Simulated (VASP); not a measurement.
# CO2 under strain, part 2 of 2

How do the gap and the pressure of CO2 answer to a change of volume or shape? All runs use LDA. Left out of this account: 1 further run (self-consistent run: a reference on another mesh). The start is a computed cell from the Materials Project.

VASP 6.6.1; LDA; plane waves and PAW (C, O).

So far, least gap on mesh and path (eV): step 2 (bands, cell as listed) 7.38; step 3 (cell volume +4.0 %) 7.23; step 4 (cell volume +8.0 %) 7.01; step 5 (bands, sheared, principal strains -2.8, -1.1, +4.0 %) 6.97.

## (6) Bands, volume times 0.96

The cell is compressed evenly, with fractional positions held.

Contents of INCAR:

```
SYSTEM = CO2
PREC = Accurate
ENCUT = 520
EDIFF = 1E-06
NELM = 100
ISMEAR = -1
SIGMA = 0.05
LREAL = .FALSE.
ALGO = Normal
GGA = CA
NBANDS = 32
LORBIT = 11
LWAVE = .FALSE.
LCHARG = .FALSE.
KPAR = 4
```

Contents of POSCAR:

```
CO2
1.0
   -1.9480382284      1.9480382284      2.9733224929
    1.9480382284     -1.9480382284      2.9733224929
    1.9480382284      1.9480382284     -2.9733224929
C O
2 4
Direct
    0.7500000000      0.2500000000      0.5000000000
    0.0000000000      0.0000000000      0.0000000000
    0.7097980000      0.1250000000      0.0847980000
    0.0402020000      0.6250000000      0.9152020000
    0.3750000000      0.2902020000      0.4152020000
    0.8750000000      0.9597980000      0.5847980000
```

Contents of KPOINTS:

```
Automatic mesh
0
Gamma
9 9 9
0 0 0
```

Contents of KPOINTS_OPT:

```
Line mode
16
Line-mode
Reciprocal
  0.00000000   0.00000000   0.00000000 GAMMA
  0.00000000   0.00000000   0.50000000 X

  0.00000000   0.00000000   0.50000000 X
 -0.21462530   0.21462530   0.50000000 Y

 -0.21462530   0.21462530   0.50000000 Y
 -0.35731265   0.35731265   0.35731265 S

 -0.35731265   0.35731265   0.35731265 S
  0.00000000   0.00000000   0.00000000 GAMMA

  0.00000000   0.00000000   0.00000000 GAMMA
  0.50000000   0.50000000  -0.50000000 Z

  0.50000000   0.50000000  -0.50000000 Z
  0.35731265   0.64268735  -0.35731265 S1

  0.35731265   0.64268735  -0.35731265 S1
  0.00000000   0.50000000   0.00000000 N

  0.00000000   0.50000000   0.00000000 N
  0.25000000   0.25000000   0.25000000 P

  0.25000000   0.25000000   0.25000000 P
  0.50000000   0.50000000  -0.21462530 Y1

  0.50000000   0.50000000  -0.21462530 Y1
  0.50000000   0.50000000  -0.50000000 Z

  0.00000000   0.00000000   0.50000000 X
  0.25000000   0.25000000   0.25000000 P
```

PAW data sets: C and O (LDA family, release 64).

On the command line:

```console
mpirun -np 4 vasp_std
```

Elapsed: 26 s, on 4 MPI ranks of Intel Xeon 6975P-C (Granite Rapids), shared host; peak memory 0.98 GiB.

Numbers from this step:

* irreducible k-points: 75
* symmetry operations: 8
* free energy (TOTEN): -49.10 eV
* Fermi energy: 3.424 eV
* pressure: -0.9943 GPa
* least gap on mesh and path: 7.527 eV
* least direct gap on mesh and path: 8.066 eV
* valence top at k: 0, 0.5, 0
* conduction bottom at k: 0, 0, 0
* least direct gap at k: 0, 0, 0

Electronic bands along the path, in eV, zero at the valence-band top; v1 is the highest filled band, c1 the lowest empty one:

```
          point     v4     v3     v2     v1    c1    c2     c3     c4
              Γ  -1.26  -0.95  -0.95  -0.54  7.53  9.38   9.38   9.72
0.53 of the way  -1.31  -1.28  -0.75  -0.66  8.13  9.38  10.24  10.35
              X  -0.72  -0.72  -0.52  -0.52  9.14  9.14  10.09  10.09
0.47 of the way  -0.71  -0.71  -0.54  -0.54  9.09  9.09  10.10  10.10
              Y  -1.07  -1.07  -0.36  -0.36  8.88  8.88  10.37  10.37
0.47 of the way  -1.70  -1.16  -0.36  -0.21  8.40  9.11  10.49  10.81
              S  -2.20  -1.22  -0.40  -0.14  8.17  9.23  10.57  11.10
0.47 of the way  -1.82  -1.09  -0.79  -0.50  7.86  9.72  10.00  10.53
              Γ  -1.26  -0.95  -0.95  -0.54  7.53  9.38   9.38   9.72
0.47 of the way  -1.94  -1.68  -0.61  -0.61  8.82  9.25   9.25  10.71
              Z  -2.94  -2.94  -0.05  -0.05  8.91  8.91  10.98  10.98
0.47 of the way  -2.56  -2.18  -0.13  -0.05  8.67  8.98  10.88  11.04
             S1  -2.20  -1.22  -0.40  -0.14  8.17  9.23  10.57  11.10
0.47 of the way  -2.12  -0.94  -0.44  -0.29  8.12  9.54  10.05  10.91
              N  -1.85  -1.52  -0.47   0.00  8.30  9.69  10.01  10.43
0.47 of the way  -1.40  -1.32  -0.60  -0.21  8.59  9.34   9.81  10.27
              P  -0.90  -0.90  -0.61  -0.61  9.22  9.22   9.51   9.51
0.47 of the way  -0.94  -0.75  -0.58  -0.52  9.01  9.23   9.58  10.12
             Y1  -1.07  -1.07  -0.36  -0.36  8.88  8.88  10.37  10.37
0.47 of the way  -1.89  -1.89  -0.15  -0.15  8.77  8.77  10.83  10.83
              Z  -2.94  -2.94  -0.05  -0.05  8.91  8.91  10.98  10.98
      jump to X  -0.72  -0.72  -0.52  -0.52  9.14  9.14  10.09  10.09
0.47 of the way  -0.78  -0.78  -0.57  -0.57  9.15  9.15   9.82   9.82
              P  -0.90  -0.90  -0.61  -0.61  9.22  9.22   9.51   9.51
```

Of the projections kept (C, O), the largest for each band there; the rest of the weight can lie on other orbitals:

| point | v4 | v3 | v2 | v1 | c1 | c2 | c3 | c4 |
| --- | --- | --- | --- | --- | --- | --- | --- | --- |
| Γ | O 0.92 | O 0.97 | O 0.97 | O 0.99 | C 0.65 | C 0.69 | C 0.69 | O 0.67 |
| X | O 0.98 | O 0.98 | O 0.95 | O 0.95 | C 0.59 | C 0.59 | C 0.60 | C 0.60 |
| Y | O 0.94 | O 0.94 | O 0.99 | O 0.99 | C 0.61 | C 0.61 | C 0.58 | C 0.58 |
| S | O 0.87 | O 0.95 | O 1.00 | O 1.00 | C 0.65 | C 0.56 | C 0.54 | C 0.55 |
| Γ | O 0.92 | O 0.97 | O 0.97 | O 0.99 | C 0.65 | C 0.69 | C 0.69 | O 0.67 |
| Z | O 0.90 | O 0.90 | O 1.00 | O 1.00 | C 0.58 | C 0.58 | O 0.54 | O 0.54 |

Force by atom:

| atom | x (eV/Å) | y (eV/Å) | z (eV/Å) | size |
| --- | --- | --- | --- | --- |
| C1 | 0.000 | 0.000 | 0.000 | 0.000 |
| C2 | 0.000 | 0.000 | 0.000 | 0.000 |
| O3 | 0.000 | -0.168 | 0.000 | 0.168 |
| O4 | 0.000 | 0.168 | 0.000 | 0.168 |
| O5 | 0.168 | 0.000 | 0.000 | 0.168 |
| O6 | -0.168 | 0.000 | 0.000 | 0.168 |

The gap is 7.53 eV, indirect, from N to Γ. That is +0.14 eV from the cell as listed. The pressure is -0.99 GPa.

## (7) Bands, volume times 0.92

The cell is scaled evenly once more. A prediction first. A parabola through the 4 pressures of evenly scaled cells so far, P = -11.81 -243.6 t +515 t² GPa with t = ln(V/V₁) and V₁ the volume at scale 1, gives 12.09 GPa at t = -0.0834. A straight line through the gaps, 7.369 -4.34 t eV, gives 7.73 eV.

INCAR is that of step 6.

Edit POSCAR of step 6 so:

```diff
@@ -2,5 +2,5 @@
 1.0
-   -1.9480382284      1.9480382284      2.9733224929
-    1.9480382284     -1.9480382284      2.9733224929
-    1.9480382284      1.9480382284     -2.9733224929
+   -1.9205974150      1.9205974150      2.9314391324
+    1.9205974150     -1.9205974150      2.9314391324
+    1.9205974150      1.9205974150     -2.9314391324
 C O
```

KPOINTS is that of step 6.

KPOINTS_OPT is that of step 6.

On the command line:

```console
mpirun -np 4 vasp_std
```

Wall time 27 s (4 MPI ranks); peak memory 0.94 GiB.

This step gave:

```
free energy (TOTEN)               : -49.03 eV
Fermi energy                      : 4.051 eV
pressure                          : 12.47 GPa
least gap on mesh and path        : 7.665 eV
least direct gap on mesh and path : 8.238 eV
```

Electronic bands along the path, in eV, zero at the valence-band top; v1 is the highest filled band, c1 the lowest empty one:

```
          point     v4     v3     v2     v1    c1     c2     c3     c4
              Γ  -1.35  -1.00  -1.00  -0.57  7.67   9.79   9.79  10.42
0.47 of the way  -1.36  -1.33  -0.90  -0.78  8.29   9.81  10.43  11.07
              X  -0.79  -0.79  -0.54  -0.54  9.59   9.59  10.51  10.51
0.47 of the way  -0.76  -0.76  -0.59  -0.59  9.53   9.53  10.52  10.52
              Y  -1.10  -1.10  -0.42  -0.42  9.26   9.26  10.81  10.81
0.47 of the way  -1.75  -1.20  -0.42  -0.25  8.73   9.50  10.99  11.29
              S  -2.26  -1.26  -0.46  -0.18  8.47   9.63  11.10  11.60
0.53 of the way  -1.79  -1.15  -0.93  -0.62  8.14   9.94  10.36  11.25
              Γ  -1.35  -1.00  -1.00  -0.57  7.67   9.79   9.79  10.42
0.53 of the way  -2.19  -2.01  -0.58  -0.58  9.42   9.58   9.58  11.59
              Z  -3.05  -3.05  -0.08  -0.08  9.24   9.24  11.46  11.46
0.47 of the way  -2.65  -2.26  -0.17  -0.08  8.98   9.32  11.39  11.55
             S1  -2.26  -1.26  -0.46  -0.18  8.47   9.63  11.10  11.60
0.47 of the way  -2.18  -1.01  -0.49  -0.32  8.43  10.01  10.48  11.44
              N  -1.97  -1.65  -0.52   0.00  8.64  10.05  10.65  10.83
0.47 of the way  -1.49  -1.43  -0.67  -0.22  8.96   9.69  10.40  10.70
              P  -0.97  -0.97  -0.66  -0.66  9.72   9.72   9.84   9.84
0.47 of the way  -0.99  -0.82  -0.63  -0.57  9.45   9.68   9.91  10.61
             Y1  -1.10  -1.10  -0.42  -0.42  9.26   9.26  10.81  10.81
0.47 of the way  -1.96  -1.96  -0.19  -0.19  9.11   9.11  11.34  11.34
              Z  -3.05  -3.05  -0.08  -0.08  9.24   9.24  11.46  11.46
      jump to X  -0.79  -0.79  -0.54  -0.54  9.59   9.59  10.51  10.51
0.47 of the way  -0.85  -0.85  -0.60  -0.60  9.60   9.60  10.22  10.22
              P  -0.97  -0.97  -0.66  -0.66  9.72   9.72   9.84   9.84
```

Of the projections kept (C, O), the largest for each band there; the rest of the weight can lie on other orbitals:

```
point      v4      v3      v2      v1      c1      c2      c3      c4
    Γ  O 0.93  O 0.96  O 0.96  O 0.99  C 0.65  C 0.69  C 0.69  O 0.72
    X  O 0.98  O 0.98  O 0.95  O 0.95  C 0.59  C 0.59  C 0.60  C 0.60
    Y  O 0.94  O 0.94  O 0.99  O 0.99  C 0.61  C 0.61  C 0.58  C 0.58
    S  O 0.87  O 0.95  O 1.00  O 1.00  C 0.65  C 0.56  C 0.54  C 0.54
    Γ  O 0.93  O 0.96  O 0.96  O 0.99  C 0.65  C 0.69  C 0.69  O 0.72
    Z  O 0.90  O 0.90  O 1.00  O 1.00  C 0.58  C 0.58  O 0.57  O 0.57
```

Force by atom:

```csv
atom,x (eV/Å),y (eV/Å),z (eV/Å),size
C1,0.000,0.000,0.000,0.000
C2,0.000,0.000,0.000,0.000
O3,0.000,-0.860,0.000,0.860
O4,0.000,0.860,0.000,0.860
O5,0.860,0.000,0.000,0.860
O6,-0.860,0.000,0.000,0.860
```

The gap is 7.67 eV, indirect, from N to Γ. That is +0.28 eV from the cell as listed. The pressure is 12.47 GPa. The parabola predicted 12.09 GPa, -0.38 GPa off. The line predicted a gap of 7.73 eV, +0.07 eV off, so the trend bends or another valley takes over.

## (8) Bands, atoms displaced by up to 0.15 Å

The atoms are moved off their sites at random, as a crude picture of disorder.

INCAR is that of step 7.

Contents of POSCAR:

```
CO2
1.0
   -1.9747270000      1.9747270000      3.0140580000
    1.9747270000     -1.9747270000      3.0140580000
    1.9747270000      1.9747270000     -3.0140580000
C O
2 4
Direct
    0.7469140000      0.2728900000      0.5028000000
   -0.0265550000      0.0046800000      0.0059730000
    0.6859030000      0.1221950000      0.0837570000
    0.0240270000      0.6406660000      0.9238940000
    0.3661140000      0.2898280000      0.3747250000
    0.9046590000      0.9381230000      0.5796310000
```

KPOINTS is that of step 7.

Contents of KPOINTS_OPT:

```
Line mode
16
Line-mode
Reciprocal
  0.00000000   0.00000000   0.00000000 GAMMA
  0.50000000  -0.50000000   0.00000000 X

  0.50000000  -0.50000000   0.00000000 X
  0.50000000  -0.50000000   0.21462530 Y

  0.50000000  -0.50000000   0.21462530 Y
  0.35731265  -0.35731265   0.35731265 S

  0.35731265  -0.35731265   0.35731265 S
  0.00000000   0.00000000   0.00000000 GAMMA

  0.00000000   0.00000000   0.00000000 GAMMA
  0.50000000   0.50000000  -0.50000000 Z

  0.50000000   0.50000000  -0.50000000 Z
  0.64268735   0.35731265  -0.35731265 S1

  0.64268735   0.35731265  -0.35731265 S1
  0.50000000   0.00000000   0.00000000 N

  0.50000000   0.00000000   0.00000000 N
  0.75000000  -0.25000000  -0.25000000 P

  0.75000000  -0.25000000  -0.25000000 P
  0.78537470   0.21462530  -0.50000000 Y1

  0.78537470   0.21462530  -0.50000000 Y1
  0.50000000   0.50000000  -0.50000000 Z

  0.50000000  -0.50000000   0.00000000 X
  0.75000000  -0.25000000  -0.25000000 P
```

On the command line:

```console
mpirun -np 4 vasp_std
```

Run time: 55 s. Hardware: 4 MPI ranks; peak memory 2.8 GiB.

This step gave:

```yaml
irreducible_k_points: 365
symmetry_operations: 1
free_energy_toten: -47.82 eV
fermi_energy: 3.686 eV
pressure: -9.295 GPa
least_gap_on_mesh_and_path: 5.953 eV
least_direct_gap_on_mesh_and_path: 6.263 eV
valence_top_at_k: 0.5, 0.5, -0.5
conduction_bottom_at_k: 0.3333, -0.2222, -0.3333
least_direct_gap_at_k: -0.3333, 0.3333, 0.3333
```

The electronic bands at the labelled points (eV, zero at the valence-band top; v1 is the highest filled band, c1 the lowest empty one):

```csv
point,v4,v3,v2,v1,c1,c2,c3,c4
Γ,-1.98,-1.54,-0.88,-0.60,6.32,7.46,7.85,8.40
0.53 of the way,-2.11,-1.68,-1.41,-0.54,6.61,7.49,8.25,9.24
X,-1.50,-1.31,-1.25,-0.43,6.91,7.08,8.17,9.56
0.53 of the way,-1.60,-1.50,-1.17,-0.34,6.73,7.28,8.12,9.59
Y,-2.02,-1.58,-1.19,-0.21,6.53,7.50,8.05,9.68
0.53 of the way,-2.17,-1.91,-1.26,-0.15,6.54,7.48,8.21,9.67
S,-2.44,-1.86,-1.32,-0.10,6.47,7.43,8.55,9.51
0.53 of the way,-2.25,-1.73,-1.35,-0.59,6.57,7.79,8.09,8.86
Γ,-1.98,-1.54,-0.88,-0.60,6.32,7.46,7.85,8.40
0.47 of the way,-2.22,-1.94,-1.47,-0.44,6.71,7.53,8.27,8.78
Z,-3.03,-2.77,-1.08,0.00,6.51,7.87,8.12,9.37
0.53 of the way,-2.67,-2.50,-1.16,-0.01,6.52,7.51,8.45,9.45
S1,-2.44,-1.86,-1.32,-0.10,6.47,7.43,8.55,9.51
0.53 of the way,-2.47,-1.65,-1.13,-0.25,6.37,7.76,8.27,9.22
N,-2.23,-1.66,-1.24,-0.18,6.41,7.97,8.18,8.94
0.47 of the way,-2.04,-1.73,-1.32,-0.29,6.41,7.56,8.25,9.16
P,-1.79,-1.51,-1.30,-0.38,6.49,7.16,8.03,9.58
0.47 of the way,-1.90,-1.37,-1.10,-0.32,6.38,7.20,8.18,9.57
Y1,-1.78,-1.58,-1.19,-0.18,6.34,7.25,8.37,9.80
0.47 of the way,-2.39,-2.15,-1.16,-0.07,6.41,7.35,8.56,9.48
Z,-3.03,-2.77,-1.08,0.00,6.51,7.87,8.12,9.37
jump to X,-1.50,-1.31,-1.25,-0.43,6.91,7.08,8.17,9.56
0.47 of the way,-1.58,-1.40,-1.28,-0.42,6.80,7.07,8.12,9.54
P,-1.79,-1.51,-1.30,-0.38,6.49,7.16,8.03,9.58
```

Of the projections kept (C, O), the largest for each band there; the rest of the weight can lie on other orbitals:

```
point      v4      v3      v2      v1      c1      c2      c3      c4
    Γ  O 0.91  O 0.94  O 0.98  O 0.98  C 0.56  C 0.61  C 0.53  C 0.58
    X  O 0.96  O 0.95  O 0.95  O 0.99  C 0.61  C 0.53  C 0.62  C 0.54
    Y  O 0.93  O 0.95  O 0.98  O 0.99  C 0.60  C 0.53  C 0.60  C 0.53
    S  O 0.89  O 0.95  O 0.99  O 1.00  C 0.56  C 0.59  C 0.54  O 0.51
    Γ  O 0.91  O 0.94  O 0.98  O 0.98  C 0.56  C 0.61  C 0.53  C 0.58
    Z  O 0.94  O 0.90  O 0.99  O 1.00  C 0.54  C 0.52  C 0.54  O 0.54
```

Force by atom:

```csv
atom,x (eV/Å),y (eV/Å),z (eV/Å),size
C1,-1.01,0.55,-2.53,2.78
C2,-2.70,0.24,3.39,4.34
O3,-2.00,0.67,3.08,3.73
O4,-1.24,0.38,-1.17,1.74
O5,2.86,0.73,-2.07,3.60
O6,4.08,-2.57,-0.70,4.87
```

The gap is 5.95 eV, indirect. That is -1.43 eV from the cell as listed. The pressure is -9.30 GPa, and the symmetry operations fall from 8 to 1.

## (9) Side by side

```
                                         cell   mesh  pressure (GPa)  gap (eV)  direct gap (eV)
                               cell as listed  9×9×9          -11.83     7.385            7.891
                            volume times 1.04  9×9×9          -20.54     7.226            7.624
                            volume times 1.08  9×9×9          -27.51     7.010            7.342
sheared, principal strains -2.8, -1.1, +4.0 %  9×9×9          -10.66     6.966            7.252
                            volume times 0.96  9×9×9           -0.99     7.527            8.066
                            volume times 0.92  9×9×9           12.47     7.665            8.238
              atoms displaced by up to 0.15 Å  9×9×9           -9.30     5.953            6.263
```

## (10) Outcome

```
gap, cell as listed                                         : 7.385 eV
gap, volume times 1.04                                      : 7.226 eV
gap, volume times 1.08                                      : 7.010 eV
gap, sheared, principal strains -2.8, -1.1, +4.0 %          : 6.966 eV
gap, volume times 0.96                                      : 7.527 eV
gap, volume times 0.92                                      : 7.665 eV
gap, atoms displaced by up to 0.15 Å                        : 5.953 eV
bulk modulus at the listed volume, shape and positions held : 245 GPa
volume deformation potential of the gap                     : -3.61 eV
```

**Reading.** At the listed volume the gap of CO2 changes by -3.61 eV per unit of ln V, its volume deformation potential under even scaling. A real pressure also changes the shape of this cell, so no pressure coefficient follows. The band edges move to other points at some volumes, which this slope leaves out. The slope of pressure against ln V at the listed volume gives a bulk modulus of 245 GPa at fixed shape and positions, an upper bound since the atoms bear forces (not that of equilibrium, since the cell bears -11.8 GPa there). With sheared, principal strains -2.8, -1.1, +4.0 %, the gap on the common mesh moves by -0.41 eV. With atoms displaced by up to 0.15 Å, the least gap on mesh and path moves by -1.43 eV. A cell with a path of its own may have its gap from unlike samples: sheared, principal strains -2.8, -1.1, +4.0 %. The atoms were not relaxed in the changed cells. Semilocal functionals usually underestimate gaps.

[Lines on the potential files, build, host, timing and source positions are cut from VASP's logs without a mark.]

[Logs are printed without paths, hosts, clocks, repeated set-up lines and the standing remarks that a program may print on its own settings, such as how far it seeks lower states.]

[Hosts, paths, dates, database ids (printed as entryN), source tags and the programs' standing remarks are cut or masked in the printed files.]

[A measured line is paired with the nearest computed mode of its activity, which favours agreement.]
